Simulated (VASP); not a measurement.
# A vacancy on the Ti site in Ti, part 3 of 3

Aim: the formation energy and local structure of a vacancy on the Ti site in Ti.

VASP 6.6.1; PBEsol; plane waves and PAW (Ti).

So far. Step 2 (Relax the host again, on a new basis): The start already met the threshold, so nothing moved. Step 3 (The supercell without the defect): The host is treated as a metal, as its relaxation found a gap under 0.3 eV or none, and only the neutral defect is run.

**4. Relaxing the defect**

System of this step: Ti. The cell holds 63 atoms: 63 Ti. Its edges and angles: a = 11.552 Å, b = 11.552 Å, c = 9.159 Å, α = 90.0°, β = 90.0°, γ = 120.0°. It derives from Ti. Nearest the centre at fractional (0.000, 0.000, 0.000): Ti38 at 2.83 Å, Ti39 at 2.83 Å, Ti62 at 2.83 Å, Ti63 at 2.83 Å, Ti32 at 2.83 Å, Ti33 at 2.83 Å, Ti8 at 2.89 Å, Ti24 at 2.89 Å.

The host is treated as a metal, since its gap is under 0.3 eV or closed. The run keeps 12 symmetry operations, which cuts the number of k-points but bars distortions that break them. The atoms relax at the host's fixed cell.

The input, INCAR:

```
SYSTEM = Ti
PREC = Normal
ENCUT = 300
EDIFF = 1E-05
NELM = 120
ISMEAR = 1
SIGMA = 0.2
LREAL = Auto
ALGO = Fast
GGA = PS
NBANDS = 176
LASPH = .TRUE.
LORBIT = 11
LWAVE = .FALSE.
LCHARG = .TRUE.
KPAR = 4
NCORE = 2
IBRION = 2
NSW = 50
ISIF = 2
EDIFFG = -0.03
POTIM = 0.4
MAXMIX = 40
ISYM = 2
```

The input, POSCAR:

```
Ti
1.0
   11.5517187976      0.0000000000      0.0000000000
   -5.7758593988     10.0040819364      0.0000000000
    0.0000000000      0.0000000000      9.1594245264
Ti
63
Direct
    0.0000000000      0.0000000000      0.5000000000
    0.0000000000      0.2500000000      0.0000000000
    0.0000000000      0.2500000000      0.5000000000
    0.0000000000      0.5000000000      0.0000000000
    0.0000000000      0.5000000000      0.5000000000
    0.0000000000      0.7500000000      0.0000000000
    0.0000000000      0.7500000000      0.5000000000
    0.2500000000      0.0000000000      0.0000000000
    0.2500000000      0.0000000000      0.5000000000
    0.2500000000      0.2500000000      0.0000000000
    0.2500000000      0.2500000000      0.5000000000
    0.2500000000      0.5000000000      0.0000000000
    0.2500000000      0.5000000000      0.5000000000
    0.2500000000      0.7500000000      0.0000000000
    0.2500000000      0.7500000000      0.5000000000
    0.5000000000      0.0000000000      0.0000000000
    0.5000000000      0.0000000000      0.5000000000
    0.5000000000      0.2500000000      0.0000000000
    0.5000000000      0.2500000000      0.5000000000
    0.5000000000      0.5000000000      0.0000000000
    0.5000000000      0.5000000000      0.5000000000
    0.5000000000      0.7500000000      0.0000000000
    0.5000000000      0.7500000000      0.5000000000
    0.7500000000      0.0000000000      0.0000000000
    0.7500000000      0.0000000000      0.5000000000
    0.7500000000      0.2500000000      0.0000000000
    0.7500000000      0.2500000000      0.5000000000
    0.7500000000      0.5000000000      0.0000000000
    0.7500000000      0.5000000000      0.5000000000
    0.7500000000      0.7500000000      0.0000000000
    0.7500000000      0.7500000000      0.5000000000
    0.0833333300      0.1666666700      0.2500000000
    0.0833333300      0.1666666700      0.7500000000
    0.0833333300      0.4166666700      0.2500000000
    0.0833333300      0.4166666700      0.7500000000
    0.0833333300      0.6666666700      0.2500000000
    0.0833333300      0.6666666700      0.7500000000
    0.0833333300      0.9166666700      0.2500000000
    0.0833333300      0.9166666700      0.7500000000
    0.3333333300      0.1666666700      0.2500000000
    0.3333333300      0.1666666700      0.7500000000
    0.3333333300      0.4166666700      0.2500000000
    0.3333333300      0.4166666700      0.7500000000
    0.3333333300      0.6666666700      0.2500000000
    0.3333333300      0.6666666700      0.7500000000
    0.3333333300      0.9166666700      0.2500000000
    0.3333333300      0.9166666700      0.7500000000
    0.5833333300      0.1666666700      0.2500000000
    0.5833333300      0.1666666700      0.7500000000
    0.5833333300      0.4166666700      0.2500000000
    0.5833333300      0.4166666700      0.7500000000
    0.5833333300      0.6666666700      0.2500000000
    0.5833333300      0.6666666700      0.7500000000
    0.5833333300      0.9166666700      0.2500000000
    0.5833333300      0.9166666700      0.7500000000
    0.8333333300      0.1666666700      0.2500000000
    0.8333333300      0.1666666700      0.7500000000
    0.8333333300      0.4166666700      0.2500000000
    0.8333333300      0.4166666700      0.7500000000
    0.8333333300      0.6666666700      0.2500000000
    0.8333333300      0.6666666700      0.7500000000
    0.8333333300      0.9166666700      0.2500000000
    0.8333333300      0.9166666700      0.7500000000
```

The input, KPOINTS:

```
Automatic mesh
0
Gamma
4 4 4
0 0 0
```

PAW data sets: Ti (PBE family, release 64).

Started as:

```bash
$ mpirun -np 8 vasp_std
```

Output:

```text
[banner, memory and clock lines left out]
running    8 mpi-ranks, on    1 nodes
 distrk:  each k-point on    2 cores,    4 groups
 distr:  one band on    2 cores,    1 groups

 POSCAR found type information on POSCAR Ti
 POSCAR found :  1 types and      63 ions
 [... a notice as in an earlier step ...]

 LDA part: xc-table for (Slater+PW92), standard interpolation
 POSCAR, INCAR and KPOINTS ok, starting setup
 FFT: planning ... GRIDC
 FFT: planning ... GRID_SOFT
 FFT: planning ... GRID
 WAVECAR not read
 entering main loop
       N       E                     dE             d eps       ncg     rms          rms(c)
DAV:   1     0.727221412705E+03    0.72722E+03   -0.55608E+04  4224   0.808E+02
DAV:   2    -0.421852865870E+03   -0.11491E+04   -0.11007E+04  4224   0.222E+02
DAV:   3    -0.578446337304E+03   -0.15659E+03   -0.14524E+03  6360   0.708E+01
DAV:   4    -0.589633257650E+03   -0.11187E+02   -0.10860E+02  6224   0.208E+01
DAV:   5    -0.589969556920E+03   -0.33630E+00   -0.32981E+00  6256   0.265E+00    0.941E+01
RMM:   6    -0.528619700600E+03    0.61350E+02   -0.12551E+02  4224   0.337E+01    0.265E+01
RMM:   7    -0.525609888538E+03    0.30098E+01   -0.70871E+01  4224   0.191E+01    0.150E+01
RMM:   8    -0.519761038454E+03    0.58489E+01   -0.23130E+01  4227   0.134E+01    0.420E+00
RMM:   9    -0.520227687119E+03   -0.46665E+00   -0.11178E+01  5260   0.495E+00    0.465E+00
RMM:  10    -0.519621355499E+03    0.60633E+00   -0.18977E+00  4497   0.334E+00    0.248E+00
RMM:  11    -0.519664540922E+03   -0.43185E-01   -0.10474E+00  5333   0.114E+00    0.179E+00
RMM:  12    -0.519639918888E+03    0.24622E-01   -0.18837E-01  5115   0.824E-01    0.142E+00
RMM:  13    -0.519636251911E+03    0.36670E-02   -0.10293E-01  4769   0.741E-01    0.111E+00
RMM:  14    -0.519623718556E+03    0.12533E-01   -0.72951E-02  5055   0.531E-01    0.497E-01
RMM:  15    -0.519622347294E+03    0.13713E-02   -0.37608E-02  5557   0.315E-01    0.282E-01
RMM:  16    -0.519622135277E+03    0.21202E-03   -0.98483E-03  6016   0.131E-01    0.213E-01
RMM:  17    -0.519621814130E+03    0.32115E-03   -0.39766E-03  5492   0.104E-01    0.162E-01
RMM:  18    -0.519621748239E+03    0.65891E-04   -0.93927E-04  5705   0.476E-02    0.121E-01
RMM:  19    -0.519621660845E+03    0.87394E-04   -0.24686E-04  5154   0.346E-02    0.873E-02
RMM:  20    -0.519621604148E+03    0.56697E-04   -0.16277E-04  5718   0.208E-02    0.541E-02
RMM:  21    -0.519621581956E+03    0.22192E-04    0.82676E-07  4181   0.122E-02    0.440E-02
RMM:  22    -0.519621564333E+03    0.17622E-04   -0.60688E-07  3887   0.120E-02    0.329E-02
RMM:  23    -0.519621547985E+03    0.16348E-04    0.21603E-06  3670   0.965E-03    0.197E-02
RMM:  24    -0.519621541897E+03    0.60879E-05    0.20674E-05  2783   0.601E-03
   1 F= -.51962154E+03 E0= -.51967811E+03  d E =-.519622E+03
 curvature:   0.00 expect dE= 0.000E+00 dE for cont linesearch  0.000E+00
 trial: gam= 0.00000 g(F)=  0.365E-01 g(S)=  0.000E+00 ort = 0.000E+00 (trialstep = 0.100E+01)
 search vector abs. value=  0.365E-01
 bond charge predicted
       N       E                     dE             d eps       ncg     rms          rms(c)
DAV:   1    -0.519656127999E+03   -0.34580E-01   -0.10989E+00  4808   0.184E+00    0.360E-01
RMM:   2    -0.519656386823E+03   -0.25882E-03   -0.40202E-02  4699   0.456E-01    0.439E-01
RMM:   3    -0.519653364907E+03    0.30219E-02   -0.10836E-02  4524   0.280E-01    0.186E-01
RMM:   4    -0.519654436163E+03   -0.10713E-02   -0.14279E-02  5506   0.157E-01    0.270E-01
RMM:   5    -0.519653672071E+03    0.76409E-03   -0.25082E-03  4740   0.106E-01    0.219E-01
RMM:   6    -0.519653161289E+03    0.51078E-03   -0.21844E-03  5421   0.712E-02    0.128E-01
RMM:   7    -0.519652994315E+03    0.16697E-03   -0.90382E-04  5447   0.476E-02    0.571E-02
RMM:   8    -0.519652992133E+03    0.21819E-05   -0.23878E-04  5794   0.215E-02    0.376E-02
RMM:   9    -0.519652985702E+03    0.64312E-05   -0.35861E-05  3677   0.100E-02
   2 F= -.51965299E+03 E0= -.51970992E+03  d E =-.314438E-01
[...]
3 F= -.51968654E+03 E0= -.51974230E+03  d E =-.649989E-01
[...]
4 F= -.51968751E+03 E0= -.51974361E+03  d E =-.659646E-01
[...]
5 F= -.51969523E+03 E0= -.51975178E+03  d E =-.772451E-02
[...]
6 F= -.51970003E+03 E0= -.51975714E+03  d E =-.125216E-01
[...]
7 F= -.51970213E+03 E0= -.51975927E+03  d E =-.210338E-02
 trial-energy change:   -0.002103  1 .order   -0.002060   -0.002444   -0.001675
 step:   4.4531(harm=  6.3251)  dis= 0.01079  next Energy=  -519.703250 (dE=-0.322E-02)
 bond charge predicted
       N       E                     dE             d eps       ncg     rms          rms(c)
DAV:   1    -0.519704208623E+03   -0.20674E-02   -0.25194E-01  4384   0.911E-01    0.145E-01
RMM:   2    -0.519703566858E+03    0.64176E-03   -0.36455E-03  4839   0.121E-01    0.318E-02
RMM:   3    -0.519703700026E+03   -0.13317E-03   -0.14021E-03  5975   0.402E-02    0.236E-02
RMM:   4    -0.519703711255E+03   -0.11229E-04   -0.18165E-04  5123   0.181E-02    0.160E-02
RMM:   5    -0.519703713330E+03   -0.20746E-05   -0.32932E-05  3406   0.718E-03
   8 F= -.51970371E+03 E0= -.51976087E+03  d E =-.368522E-02
 curvature:  -3.16 expect dE=-0.163E-02 dE for cont linesearch -0.296E-03
 trial: gam= 0.11229 g(F)=  0.516E-03 g(S)=  0.000E+00 ort = 0.376E-03 (trialstep = 0.248E+01)
 search vector abs. value=  0.619E-03
 reached required accuracy - stopping structural energy minimisation
```

Run time: 5.5 min. Hardware: 8 MPI ranks of Intel Xeon 6975P-C (Granite Rapids), shared host; peak memory 3.9 GiB; 43 min of CPU time.

Parts of OUTCAR (step 4):

```text
 Subroutine GETGRP returns: Found 12 space group operations
 (whereof 12 operations were pure point group operations)

The static configuration has the point symmetry D_3h.

 Found     12 irreducible k-points:

   NELECT =     252.0000    total number of electrons

 E-fermi :   3.1202

 k-point     1 :       0.0000    0.0000    0.0000
  band No.  band energies     occupation
    ...
    132       3.0662      1.43937
    133       3.0662      1.43937
    134       3.1382      0.84847
    135       3.1560      0.70226
    136       3.1560      0.70225
    137       3.2192      0.26547
    138       3.2737      0.03765
    139       3.2737      0.03765
    140       3.2749      0.03404
    141       3.2881      0.00100
    ...

 k-point     2 :       0.2500    0.0000    0.0000
  band No.  band energies     occupation
    ...
    129       3.1370      0.85875
    130       3.1444      0.79720
    131       3.1496      0.75436
    132       3.1672      0.61411
    133       3.1697      0.59474
    134       3.1864      0.47264
    135       3.2120      0.30657
    136       3.2189      0.26719
    137       3.2539      0.10316
    138       3.2908     -0.00477
    ...

  Total       -4.6884923     -4.6884923     -8.2470252      0.0000000      0.0000000     -0.0000000
  in kB       -7.0966233     -7.0966233    -12.4829108      0.0000000      0.0000000     -0.0000000
  external PRESSURE =      -8.8920525 kB  Pullay stress =       0.0000000 kB

 POSITION                                       TOTAL-FORCE (eV/Angst)
 -----------------------------------------------------------------------------------
     -5.77586     10.00408      4.57971         0.000000      0.000000      0.000000
     10.07553      2.46355      0.00000        -0.012004      0.008357      0.000000
     -1.41526      2.49363      4.57971         0.000859     -0.003570      0.000000
      8.65919      4.99939      0.00000         0.016341      0.009435      0.000000
     -2.88779      5.00212      4.57971        -0.017287     -0.009981      0.000000
      7.17126      7.49389      0.00000         0.001236     -0.014574      0.000000
     -4.32394      7.53162      4.57971        -0.002662      0.002529      0.000000
      2.87160      0.04664      0.00000         0.013240      0.006217      0.000000
     -2.90869      9.98292      4.57971        -0.003521      0.001041      0.000000
      1.47619      2.46355      0.00000         0.012004      0.008357      0.000000
      1.41526      2.49363      4.57971        -0.000859     -0.003570      0.000000
      0.00000      4.97821      0.00000         0.000000     -0.016109      0.000000
      0.00000      5.01686      4.57971         0.000000      0.029987      0.000000
     -1.46460      7.51498      0.00000        -0.013951      0.008054      0.000000
     -1.43113      7.49565      4.57971         0.025970     -0.014994      0.000000
      5.77586      0.00531      0.00000         0.000000     -0.018869      0.000000
      0.00000     10.00392      4.57971         0.000000      0.019961      0.000000
      4.32220      2.49542      0.00000         0.007971      0.004602      0.000000
      4.33365      2.50203      4.57971        -0.018952     -0.010942      0.000000
      2.89253      4.99939      0.00000        -0.016341      0.009435      0.000000
      2.88779      5.00212      4.57971         0.017287     -0.009981      0.000000
      1.46460      7.51498      0.00000         0.013951      0.008054      0.000000
      1.43113      7.49565      4.57971        -0.025970     -0.014994      0.000000
      8.68012      0.04664      0.00000        -0.013240      0.006217      0.000000
      2.90869      9.98292      4.57971         0.003521      0.001041      0.000000
      7.22952      2.49542      0.00000        -0.007971      0.004602      0.000000
      7.21807      2.50203      4.57971         0.018952     -0.010942      0.000000
      5.77586      5.01323      0.00000         0.000000     -0.009204      0.000000
      5.77586      5.00002      4.57971        -0.000000      0.021884      0.000000
      4.38046      7.49389      0.00000        -0.001236     -0.014574      0.000000
      4.32394      7.53162      4.57971         0.002662      0.002529      0.000000
     -0.00000      1.64613      2.26728         0.000000      0.013995     -0.005507
     -0.00000      1.64613      6.89215         0.000000      0.013995      0.005507
     -1.44100      4.15779      2.28317         0.003675      0.006013      0.009862
     -1.44100      4.15779      6.87626         0.003675      0.006013     -0.009862
     -2.89560      6.67724      2.28317         0.007045      0.000176      0.009862
     -2.89560      6.67724      6.87626         0.007045      0.000176     -0.009862
     -4.35027      9.18102      2.26728         0.012120     -0.006998     -0.005507
[...]
-----------------------------------------------------------------------------------
    total drift:                               -0.000013      0.000008     -0.000000

  FREE ENERGIE OF THE ION-ELECTRON SYSTEM (eV)
  ---------------------------------------------------
  free  energy   TOTEN  =      -519.7037133297 eV

  energy  without entropy=     -519.8751983210  energy(sigma->0) =     -519.76087499

 total charge
# of ion       s       p       d       tot
------------------------------------------
    1        0.572   0.621   2.430   3.623
    2        0.566   0.570   2.429   3.565
    3        0.571   0.616   2.432   3.618
    4        0.573   0.616   2.423   3.612
    5        0.569   0.610   2.423   3.601
    6        0.566   0.570   2.429   3.565
    7        0.571   0.616   2.432   3.618
    8        0.566   0.570   2.429   3.565
    9        0.571   0.616   2.432   3.618
   10        0.566   0.570   2.429   3.565
   11        0.571   0.616   2.432   3.618
   12        0.569   0.609   2.419   3.597
   13        0.572   0.615   2.430   3.617
   14        0.569   0.609   2.419   3.597
   15        0.572   0.615   2.430   3.617
   16        0.573   0.616   2.423   3.612
   17        0.569   0.610   2.423   3.601
   18        0.573   0.613   2.436   3.622
   19        0.573   0.614   2.432   3.620
   20        0.573   0.616   2.423   3.612
   21        0.569   0.610   2.423   3.601
   22        0.569   0.609   2.419   3.597
   23        0.572   0.615   2.430   3.617
   24        0.566   0.570   2.429   3.565
   25        0.571   0.616   2.432   3.618
   26        0.573   0.613   2.436   3.622
   27        0.573   0.614   2.432   3.620
   28        0.573   0.613   2.436   3.622
   29        0.573   0.614   2.432   3.620
   30        0.566   0.570   2.429   3.565
   31        0.571   0.616   2.432   3.618
   32        0.564   0.568   2.413   3.545
   33        0.564   0.568   2.413   3.545
   34        0.570   0.612   2.425   3.607
   35        0.570   0.612   2.425   3.607
   36        0.570   0.612   2.425   3.607
   37        0.570   0.612   2.425   3.607
[...]
--------------------------------------------------
tot         35.950  38.188 152.903 227.041

[... 7 parts as in an earlier step ...]

[... 6 further parts left out ...]
```

The run keeps the 12 symmetry operations of its start, so it cannot find a distortion of lower symmetry.

The steps of the relaxation:

| step | energy less that of the first step (eV) | largest force (eV/Å) |
| --- | --- | --- |
| 1 | 0.0000 | 0.3384 |
| 2 | -0.0314 | 0.2352 |
| 3 | -0.0650 | 0.1290 |
| 4 | -0.0660 | 0.1150 |
| 5 | -0.0737 | 0.0739 |
| 6 | -0.0785 | 0.0512 |
| 7 | -0.0806 | 0.0405 |
| 8 | -0.0822 | 0.0300 |

The atoms that moved most (Å):

| atom | dx | dy | dz | length |
| --- | --- | --- | --- | --- |
| Ti8 | -0.016 | 0.047 | 0.000 | 0.049 |
| Ti24 | 0.016 | 0.047 | 0.000 | 0.049 |
| Ti10 | 0.032 | -0.037 | 0.000 | 0.049 |
| Ti2 | -0.032 | -0.037 | 0.000 | 0.049 |
| Ti30 | 0.049 | -0.009 | 0.000 | 0.049 |
| Ti6 | -0.049 | -0.009 | 0.000 | 0.049 |
| Ti33 | 0.000 | -0.021 | 0.023 | 0.031 |
| Ti32 | 0.000 | -0.021 | -0.023 | 0.031 |

Numbers from this step:

| Quantity | Value |
| --- | --- |
| electronic cycles | 74 |
| electrons | 252 |
| free energy (TOTEN) | -519.7037 eV |
| energy at zero smearing | -519.7609 eV |
| Fermi energy | 3.120 eV |

Valence density in the ab plane at fractional z = 0.000, through the centre, with atoms of Ti within 0.45 Å of it. It is the smooth field of the valence electrons, not physical close to the nuclei.

Ten even steps from '0' (0.0 e/Å³) to '9' (1.1 e/Å³), each cell a mean:
```
000000135763111123675311112467521000000
000011122221111112332111111222211000000
000111111111111111111111111111111000000
112111111112211111112221111111221000000
554211111355421111245531111124553100013
984211125897411112589731111369963111248
642111135763211113676321112467532111357
211111123321111112332111111233211111233
111111111111111111111111111111111111111
122111111112211111112221111111222111111
554211111355421111245531111124553111113
984211125897411112599631111369952111147
742111136874211123676321112477531111257
211111123321111112322111111232111111233
111111111111111111111111111111111111111
112111111112111111111221111111122111111
454211111355321111245531111124653111113
984211124897421112589631111369853111247
742111136874211124676321112477531111358
211000123321111112322111112232211111233
000000001111111111111111111111111111100
000000000122221111112221111111222110000
000000002466421111245531111125653100000
000000015897311112599631111269962000000
```
Columns run along a (11.6 Å), rows up along b (11.6 Å). Atoms in or near the plane, at fractional coordinates: Ti at (0.00, 0.25), Ti at (0.00, 0.50), Ti at (0.00, 0.75), Ti at (0.25, 0.00), Ti at (0.25, 0.25), Ti at (0.25, 0.50), Ti at (0.25, 0.75), Ti at (0.50, 0.00), Ti at (0.50, 0.25), Ti at (0.50, 0.50), Ti at (0.50, 0.75), Ti at (0.75, 0.00), Ti at (0.75, 0.25), Ti at (0.75, 0.50) and more.

The run ended after 8 ionic steps, 0.082 eV below its first step, once the forces on the free atoms met EDIFFG = -0.03.

The 12 first neighbours (Ti) lie 2.86 Å from the site on average (2.83 to 2.89) in the perfect crystal and 2.84 Å on average after the relaxation (-0.8 %).

**5. Formation energies**

This step: point defect, PBEsol; plane waves and PAW (VASP 6.6.1).

Derived from the runs above.

Numbers from this step:

- formation energy of the neutral defect: 2.099 eV

Formation energy:

| formation energy (eV) | largest move (Å) |
| --- | --- |
| 2.099 | 0.04942 |

The formation energy is the energy of the relaxed defect cell less that of the perfect cell, with each removed atom booked to its reference and each added atom taken from it.

References, in eV an atom: Ti -8.283 (the host). They were run at the supercell's cutoff and functional, without U, and count both elements from their own phases.

**6. Summary of results**

```yaml
formation_energy_at_charge_0: 2.099 eV
```

What this shows: A vacancy on the Ti site costs 2.10 eV, with every exchanged atom at the energy of its element. The 12 first neighbours (Ti) lie 2.86 Å from the site on average (2.83 to 2.89) in the perfect crystal and 2.84 Å on average after the relaxation (-0.8 %). With metallic smearing the value can move by tenths of an eV with the k mesh. The supercell of 64 atoms is small, so interactions between images remain.

[Lines on the potential files, build, host, timing and source positions are cut from VASP's logs without a mark.]

[Logs are printed without paths, hosts, clocks, repeated set-up lines and the standing remarks that a program may print on its own settings, such as how far it seeks lower states.]

[Hosts, paths, dates, database ids (printed as entryN), source tags and the programs' standing remarks are cut or masked in the printed files.]

[In band tables of VASP the shares of atoms and orbitals are scaled to a sum of 1 inside the atoms' spheres.]

[Runs that stopped without an error message from VASP are left out.]
